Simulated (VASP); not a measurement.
Here is the system:

```
Cd3As2
1.0
    6.33033     0.00000     0.00000
    0.00000     6.33033     0.00000
    0.00000     0.00000     6.33033
Cd As
6 4
Direct
  0.50000   0.00000   0.50000
  0.50000   0.00000   0.00000
  0.50000   0.50000   0.00000
  0.00000   0.50000   0.00000
  0.00000   0.50000   0.50000
  0.00000   0.00000   0.50000
  0.25000   0.75000   0.75000
  0.75000   0.75000   0.25000
  0.75000   0.25000   0.75000
  0.25000   0.25000   0.25000
```

Computed with PBEsol GGA, VASP's PBE PAW potentials (set 64) (plane waves; VASP). Settings: 400 eV cut-off, 5×5×5 Γ-centred mesh, first-order Methfessel-Paxton smearing of 0.10 eV, potentials Cd As.

Question: Predict the energy per atom (σ→0), band gap (on the k-mesh) with the smallest direct gap where there is one.

Answer: 
| Property | Result |
|---|---|
| band gap (on the k-mesh) | none (metal, semimetal or under 0.01 eV) |
| energy per atom (σ→0) | -255.6 kJ/mol-atom |

Total energies compare only between runs with the same potentials, cut-off and functional.

The structure comes from a computed database's Cd3As2 entry (Pn-3m); how it stands against other phases isn't given here. It was relaxed first, which changed the volume by -7 %. The start is the result of an earlier pass.
